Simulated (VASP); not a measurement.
Energy against volume of KI (rock salt). Computed with vdW-DF-cx, VASP's PBE PAW potentials (set 64) (plane waves; VASP).

```tsv
V (Å³/atom)	E (eV/atom)
41.524	-0.72253
42.849	-0.72722
44.174	-0.72858
45.499	-0.72714
46.825	-0.72336
```

### Question
Fit a third-order Birch-Murnaghan equation of state.

### Answer

| Quantity | Result |
|---|---|
| volume per atom | 44.12 Å^3/atom |
| bulk modulus | 113 kbar |
| pressure derivative of the bulk modulus | 4.85 |
| lattice constant a | 7.067 Å |

The compound is KI in the rock salt structure. It was relaxed first.
